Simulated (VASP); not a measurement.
Here is the system:

```
Mg2SSe
1.0
    4.09891     0.00000     0.00000
    0.00000     4.09891     0.00000
    0.00000     0.00000     5.78053
Mg Se S
2 1 1
Cartesian
  2.04946   0.00000   4.26038
  4.09891   2.04946   1.52015
  2.04946   2.04946   0.00000
  0.00000   0.00000   2.89027
```

These are PBEsol GGA, VASP's PBE PAW potentials (set 64) (plane waves; VASP 6.6.1) values and carry that method's errors. Run with 400 eV cut-off, Gaussian smearing of 0.050 eV, potentials Mg Se S.

### Question
Give the energies of bands 3 to 11 at the high-symmetry points, in eV from the valence-band maximum.

### Answer

```csv
band,Γ,X,M,Z,R,A
3,-3.02,-2.79,-3.05,-1.98,-3.45,-2.58
4,-1.30,-2.49,-3.05,-1.94,-3.24,-2.58
5,-1.30,-1.65,-1.32,-1.05,-0.82,-1.95
6,-0.10,-1.48,-1.17,-1.05,-0.48,-1.95
7,0.00,-0.84,-1.17,-0.37,-0.42,-1.58
8,0.00,-0.11,-1.05,-0.37,-0.08,-1.44
9,2.71,5.61,3.18,4.53,4.34,5.08
10,3.48,5.84,3.59,4.78,4.59,5.20
11,5.06,6.01,5.09,5.80,6.93,7.33
```

The gap is direct, 2.71 eV, from the valence maximum at Γ to the conduction minimum at Γ.

The structure comes from a computed database's Mg2SeS entry (P-4m2); how it stands against other phases isn't given here. It was relaxed first.
